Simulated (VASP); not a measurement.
The system is OZnH2, in a box.

```
O Zn H
1.0
    10.00000    0.00000    0.00000
     0.00000   13.00000    0.00000
     0.00000    0.00000   11.00000
O Zn H
1 1 2
Direct
  0.53572 0.41410 0.56627
  0.50468 0.53484 0.49653
  0.46688 0.36302 0.56196
  0.48787 0.64022 0.43991
```

Base run:

```yaml
Program: VASP 6.6.1
Functional: PBE
Potentials_or_basis: VASP PAW PBE potentials, release 64 (O, Zn, H)
Cutoff: 520 eV
k_mesh: 1 × 1 × 1
Occupations: gaussian, width 0.01 eV
Spin: no spin polarisation
```

Its results: gap between the frontier levels 5.35 eV; largest force 0.661 eV/Å.

Problem. After a change of settings the same cell gave: gap between the frontier levels 7.64 eV; largest force 0.266 eV/Å. Which change was it?
A. further incar settings from ALGO = Normal; EDIFF = 1e-07; NBANDS = 18 to ALGO = Normal; EDIFF = 1e-06; dispersion from none to TS
B. further incar settings from ALGO = Normal; EDIFF = 1e-07; NBANDS = 18 to ALGO = Normal; EDIFF = 1e-06
C. functional from PBE to PBE0

Solution. C.

PBE0 gives the wider gap, since exact exchange removes part of the self-interaction.

Caveats: the PAW data sets were made with another functional, which shifts forces and pressure a little (some runs).

Not every run made on this cell is shown here.
